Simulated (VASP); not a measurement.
Calculation: LDA (Ceperley-Alder, Perdew-Zunger), VASP's LDA PAW potentials (set 64) (plane waves; VASP 6.6.1).

A VASP calculation is set up with these files.

**KPOINTS**
```
kpoints
0
Gamma
11 11 11
0 0 0
```

INCAR:
```
SYSTEM = Ba
PREC = Accurate; ENCUT = 520; LREAL = F
LASPH = T
EDIFF = 1E-7; NELM = 100; ALGO = Normal
LMAXMIX = 4
ISMEAR = 1; SIGMA = 0.1
ISIF = 2
LWAVE = F; LCHARG = F
```

**POSCAR**
```
Ba
1
   -2.4115000715     2.4115000715     2.4115000715
    2.4115000715    -2.4115000715     2.4115000715
    2.4115000715     2.4115000715    -2.4115000715
Ba
1
Direct
  0.0000000000   0.0000000000   0.0000000000
```

POTCAR, in this order: Ba_sv (LDA.64 set). Program: vasp_std.

Problem. What will the output report for the number of irreducible k-points (NKPTS), largest plane-wave count, number of space-group operations, FFT grid (NGX, NGY, NGZ)?

Solution. 
```
Property                                      Result
--------------------------------------  ------------
number of irreducible k-points (NKPTS)            56
largest plane-wave count                        1532
number of space-group operations                  48
FFT grid (NGX, NGY, NGZ)                32 × 32 × 32
```

The compound is Ba in the bcc structure. This cell is one point of a volume scan, at 1.03 of the reference volume.
